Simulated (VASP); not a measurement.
Given:

```
CELL_PARAMETERS angstrom
     12.29619     0.00000     0.00000
      0.00000     4.15902     0.00000
      0.00000     0.00000    11.66767
ATOMIC_POSITIONS crystal
  Bi 0.84921 0.25000 0.96213
  Bi 0.15079 0.75000 0.03787
  Bi 0.65079 0.75000 0.46213
  Bi 0.34921 0.25000 0.53787
  Bi 0.51879 0.25000 0.17052
  Bi 0.48121 0.75000 0.82948
  Bi 0.98121 0.75000 0.67052
  Bi 0.01879 0.25000 0.32948
  Se 0.71183 0.25000 0.30476
  Se 0.28817 0.75000 0.69524
  Se 0.78817 0.75000 0.80476
  Se 0.21183 0.25000 0.19524
  Se 0.37511 0.25000 0.94796
  Se 0.62489 0.75000 0.05204
  Se 0.12489 0.75000 0.44796
  Se 0.87511 0.25000 0.55204
  Se 0.05250 0.25000 0.86710
  Se 0.94750 0.75000 0.13290
  Se 0.44750 0.75000 0.36710
  Se 0.55250 0.25000 0.63290
```

Calculation: LDA (Ceperley-Alder, Perdew-Zunger), VASP's LDA PAW potentials (set 64) (plane waves; VASP). Settings: LREAL = Auto, 300 eV cut-off, 1×3×2 Γ-centred mesh, Gaussian smearing of 0.010 eV, potentials Bi_d Se.

At this cut-off the stress carries a Pulay error, which pulls relaxed volumes low. Energy and stress use the plane-wave basis of the starting cell.

Question: The ions, cell shape and volume are relaxed. Which structure does the run end with?

Answer: 
```
CELL_PARAMETERS angstrom
     11.70443     0.00000     0.00000
      0.00000     4.09925     0.00000
      0.00000     0.00000    11.11358
ATOMIC_POSITIONS crystal
  Bi 0.83915 0.25000 0.96379
  Bi 0.16085 0.75000 0.03621
  Bi 0.66085 0.75000 0.46379
  Bi 0.33915 0.25000 0.53621
  Bi 0.51100 0.25000 0.17185
  Bi 0.48900 0.75000 0.82815
  Bi 0.98900 0.75000 0.67185
  Bi 0.01100 0.25000 0.32815
  Se 0.72044 0.25000 0.30159
  Se 0.27956 0.75000 0.69841
  Se 0.77956 0.75000 0.80159
  Se 0.22044 0.25000 0.19841
  Se 0.36893 0.25000 0.94624
  Se 0.63107 0.75000 0.05376
  Se 0.13107 0.75000 0.44624
  Se 0.86893 0.25000 0.55376
  Se 0.05433 0.25000 0.86383
  Se 0.94567 0.75000 0.13617
  Se 0.44567 0.75000 0.36383
  Se 0.55433 0.25000 0.63617
```
Space group Pnma (62), at a tolerance of 0.03 Å.

Question: How do energy and volume change from the first to the last step?

Answer: The energy (σ→0) changes by -38.5 meV/atom and the volume by -10.6 %, in 27 ionic steps.

The structure comes from a computed database's Bi2Se3 entry; how it stands against other phases isn't given here. This run relaxes it. Symmetry was kept, so distortions that lower it aren't found. The k-mesh is coarse (spacing up to 0.54 per Å, 2π included), so the numbers may not be converged in it. The run is one of a series of settings (EDIFFG = -0.01, IBRION = 2, ISIF = 3, NSW = 50 against the base run), some of them coarse on purpose.
